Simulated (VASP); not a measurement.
Energy against volume of CoGa (CsCl type). The numbers are results of LDA (Ceperley-Alder, Perdew-Zunger), VASP's LDA PAW potentials (set 64) (plane waves; VASP), not measurements. Numerical set-up: 520 eV cut-off, 13×13×13 Γ-centred mesh, first-order Methfessel-Paxton smearing of 0.10 eV, potentials Ga_d Co.

| V (Å³/atom) | E (eV/atom) |
|---|---|
| 10.444 | -6.23470 |
| 10.778 | -6.25844 |
| 11.111 | -6.26589 |
| 11.444 | -6.25963 |

### Question
Fit these four points and predict the energy of the run at 11.778 Å³/atom.

### Answer
A cubic in V^(−2/3), the third-order Birch-Murnaghan form, passes through the four points with V0 = 11.12 Å³/atom and B0 = 219 GPa, and gives -6.2417 eV/atom there. The run gave -6.2418 eV/atom, -0.1 meV/atom from the fit; all five points give B0 = 219 GPa.

The compound is CoGa in the CsCl type structure. It was relaxed first, which changed the volume by -7 %. The run is not spin-polarised, so no magnetic state was tried.
